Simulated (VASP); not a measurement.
A run of VASP 6.6.1 is set up as follows.

The input INCAR:

```
PREC = Accurate
ENCUT = 520
EDIFF = 1E-6
ISMEAR = 1
SIGMA = 0.1
LREAL = F
LASPH = T
NELM = 100
ALGO = Normal
ISIF = 2
LWAVE = F
LCHARG = F
ISPIN = 2
MAGMOM = 0 0 4 -4
LORBIT = 11
LMAXMIX = 4
LDAU = T
LDAUTYPE = 2
LDAUL = -1 2
LDAUU = 0 4.5
LDAUJ = 0 0
LDAUPRINT = 1
GGA = RE
IVDW = 12
LOPTICS = T
NBANDS = 73
NEDOS = 1000
CSHIFT = 0.1
```

Contents of KPOINTS:

```
regular mesh
0
Gamma
  8 8 4
```

The input POSCAR:

```
MnHg
1.0
    3.3150000000      0.0000000000      0.0000000000
    0.0000000000      3.3150000000      0.0000000000
    0.0000000000      0.0000000000      6.6300000000
Hg Mn
2 2
Direct
    0.0000000000      0.0000000000      0.0000000000
    0.0000000000      0.0000000000      0.5000000000
    0.5000000000      0.5000000000      0.2500000000
    0.5000000000      0.5000000000      0.7500000000
```

Potentials or basis: VASP PAW PBE potentials, release 64 (Hg, Mn_pv).

Run with:

```sh
$ cat potpaw_PBE.64/Hg/POTCAR potpaw_PBE.64/Mn_pv/POTCAR > POTCAR
$ mpirun -np 1 vasp_std > vasp.out
```

(1) What does it give for the dispersion energy per atom?

(2) What does it give for the band gap on the k mesh?

(3) What does it give for the site moments?

(4) What does it give for the net moment?

## Answers

(1) -0.711 eV.

(2) none (metal or under the smearing width).

(3) Hg +0.00; Mn +4.46, -4.46 μB.

(4) 0.00 μB per cell.

Caveat: the U is typed as a test and isn't derived for this compound.
